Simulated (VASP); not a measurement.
Runs of VASP 6.6.1 on AsH3. The cell holds a molecule in a box, 4 atoms: a = 12.557 Å, b = 13.057 Å, c = 13.557 Å, α = 90.00°, β = 90.00°, γ = 90.00°. 

| task | level | cell | atoms held fixed (from 0) | gap on the mesh (eV) | largest force (eV/Å) |
| --- | --- | --- | --- | --- | --- |
| relaxation of the atoms | PBE+D3(BJ) | atoms relaxed | [0] | 5.96 | - |
| single point | RPBE+D3(BJ) | as given | - | 5.88 | 0.06 |
| single point | PBE | as given | - | 5.96 | (a) |
| single point | RPBE | as given | - | 5.88 | 0.08 |

Alike in all rows: potentials or basis VASP PAW PBE potentials, release 64 (As, H); no spin polarisation; k mesh 1 × 1 × 1; cutoff (eV) 400; smearing gaussian 0.01 eV.

Q: Fill in the values left out.

A: (a) 0.01.

Caveats: the PAW data sets were made with another functional, which shifts forces and pressure a little (some runs).

A k mesh can miss the band edges, and the runs leave out spin-orbit coupling on As.
